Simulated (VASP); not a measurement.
Wanted: the native input for a VASP 6.6.1 run.

| Item | Value |
| --- | --- |
| Task | single point |
| Functional | r2SCAN |
| Dispersion | D3(BJ) |
| Potentials or basis | VASP PAW PBE potentials, release 64 (O, H, Ca_sv, Cl) |
| Cutoff | 520 eV |
| k mesh | 1 × 1 × 1 |
| Occupations | fermi-dirac, width 0.02 eV |
| Spin | no spin polarisation |
| Dipole correction | no |
| Further INCAR settings | LREAL = Auto; ALGO = Normal; EDIFF = 1e-06; NBANDS = 63 |

The system is CaH16Cl2O8.

```
O H Ca Cl
1.0
     7.35453    0.00000    0.00000
     0.00000    7.35453    0.00000
     0.00000    0.00000    7.35453
O H Ca Cl
8 16 1 2
Direct
  0.30272 0.89504 0.10430
  0.79142 0.66484 0.23341
  0.84752 0.07212 0.74913
  0.44942 0.39833 0.23042
  0.10266 0.50472 0.52644
  0.22328 0.13902 0.64019
  0.68046 0.10591 0.06563
  0.68516 0.43561 0.90211
  0.33979 0.99956 0.01823
  0.21002 0.94008 0.17822
  0.87939 0.76367 0.23371
  0.83048 0.60265 0.35286
  0.81282 0.95794 0.70418
  0.97552 0.07220 0.74131
  0.48694 0.44496 0.35154
  0.51914 0.30037 0.18353
  0.16983 0.60162 0.57801
  0.16066 0.38635 0.55556
  0.16512 0.11314 0.52607
  0.30580 0.04653 0.65619
  0.77851 0.09829 0.15439
  0.73504 0.03728 0.95720
  0.68471 0.39238 0.77229
  0.70930 0.31299 0.95231
  0.52564 0.64972 0.03375
  0.49091 0.75442 0.69609
  0.00204 0.99030 0.31026
```

The cell was built by a generator and needn't be a form met in nature.

The input as run:

POSCAR

```
CaH16Cl2O8
1.0
    7.3545300000      0.0000000000      0.0000000000
    0.0000000000      7.3545300000      0.0000000000
    0.0000000000      0.0000000000      7.3545300000
O H Ca Cl
8 16 1 2
Direct
    0.3027249872     -0.1049557212      0.1043030622
    0.7914169906      0.6648419410      0.2334071654
    0.8475184682      0.0721188166      0.7491301280
    0.4494236885      0.3983259297      0.2304158118
    0.1026578177      0.5047229395      0.5264374474
    0.2232773542      0.1390163613      0.6401904676
    0.6804649651      0.1059075155      0.0656330180
    0.6851559515      0.4356090736      0.9021106719
    0.3397905781     -0.0004351060      0.0182336601
    0.2100202188     -0.0599222520      0.1782166909
    0.8793899814      0.7636653872      0.2337063007
    0.8304813496      0.6026489796      0.3528573546
    0.8128187661     -0.0420557126      0.7041782412
    0.9755212094      0.0722003989      0.7413118173
    0.4869379824      0.4449638522      0.3515384396
    0.5191358251      0.3003726955      0.1835331422
    0.1698273037      0.6016156029      0.5780111034
    0.1606628840      0.3863469182      0.5555623541
    0.1651227203      0.1131411525      0.5260703267
    0.3057979232      0.0465291460      0.6561942096
    0.7785133788      0.0982931608      0.1543946384
    0.7350435718      0.0372831439     -0.0428035510
    0.6847072485      0.3923840137      0.7722859245
    0.7093043335      0.3129907690      0.9523110246
    0.5256352207      0.6497220081      0.0337479078
    0.4909083245      0.7544193851      0.6960879893
    1.0020354802      0.9903012157      0.3102577595
```

INCAR.step1

```
  PREC = Accurate
  ENCUT = 520
  ISMEAR = -1
  SIGMA = 0.02
  LREAL = Auto
  LASPH = True
  NELM = 80
  NBANDS = 63
  GGA = PE
  ALGO = Normal
  EDIFF = 1E-4
  LWAVE = True
  LCHARG = False
```

INCAR.step2

```
  PREC = Accurate
  ENCUT = 520
  EDIFF = 1E-6
  ISMEAR = -1
  SIGMA = 0.02
  LREAL = Auto
  LASPH = True
  NELM = 80
  ALGO = Normal
  ISIF = 2
  LWAVE = False
  LCHARG = True
  METAGGA = R2SCAN
  LMIXTAU = True
  IVDW = 12
  VDW_S6 = 1.0
  VDW_S8 = 0.78981345
  VDW_A1 = 0.49484001
  VDW_A2 = 5.73083694
  LELF = True
  LVHAR = True
  NBANDS = 63
  ISTART = 1
```

KPOINTS

```
Automatic mesh
0
Gamma
  1 1 1
```

Potentials or basis: VASP PAW PBE potentials, release 64 (O, H, Ca_sv, Cl).

Command:

```sh
$ cat potpaw_PBE.64/O/POTCAR potpaw_PBE.64/H/POTCAR potpaw_PBE.64/Ca_sv/POTCAR potpaw_PBE.64/Cl/POTCAR > POTCAR
$ cp INCAR.step1 INCAR
$ mpirun -np 1 vasp_gam > vasp.out
$ cp INCAR.step2 INCAR
$ mpirun -np 1 vasp_gam > vasp.out
```

It gave:

```yaml
Pressure: -0.1 GPa
Largest_force: 5.633 eV/Å
Band_gap_on_the_k_mesh: 4.77 eV, direct
Dispersion_energy_per_atom: -0.020 eV
```

Caveat: the PAW data sets were made with another functional, which shifts forces and pressure a little.

Wall time 2.8 min on 1 thread of Intel(R) Xeon(R) Platinum 8488C (Sapphire Rapids) (shared host), peak memory 0.48 GiB.
